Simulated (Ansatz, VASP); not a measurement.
**One calculation of RbZn2, two programs**

```
CELL_PARAMETERS angstrom
4.70477 0.00000 0.00000
0.00000 4.70477 0.00000
0.00000 0.00000 8.96052
ATOMIC_POSITIONS crystal
Rb 0.00000 0.50000 0.68581
Rb 0.50000 0.00000 0.31419
Zn 0.00000 0.00000 0.00000
Zn 0.50000 0.50000 0.00000
Zn 0.00000 0.50000 0.12632
Zn 0.50000 0.00000 0.87368
```

Alike in both runs: functional PBE; k mesh 8 × 8 × 6; occupations gaussian, width 0.1 eV; no spin polarisation.

Ansatz relaxed the structure, and its values are those at the end. VASP's run is a single point on that final structure, the one shown.

|  | VASP | Ansatz |
| --- | --- | --- |
| version | VASP 6.6.1 | Ansatz 0.2.0 |
| potentials or method | VASP PAW PBE potentials, release 64 (Rb_sv, Zn) | scalar-relativistic, plane waves, PAW |
| plane-wave cutoff (eV) | 520 | 420 |
| valence electrons in the cell | 66 | 66 |

Ansatz gave:

```
gap on the k mesh at the Fermi level (eV) : none
pressure (GPa)                            : 0.0
rms of the force components (eV/Å)        : 0.000
```

Q: Estimate VASP's values.

A: gap on the k mesh at the Fermi level (eV): none; pressure (GPa): 0.1; rms of the force components (eV/Å): 0.005.

A gap of «none» marks a metal or a gap that the smearing closes.
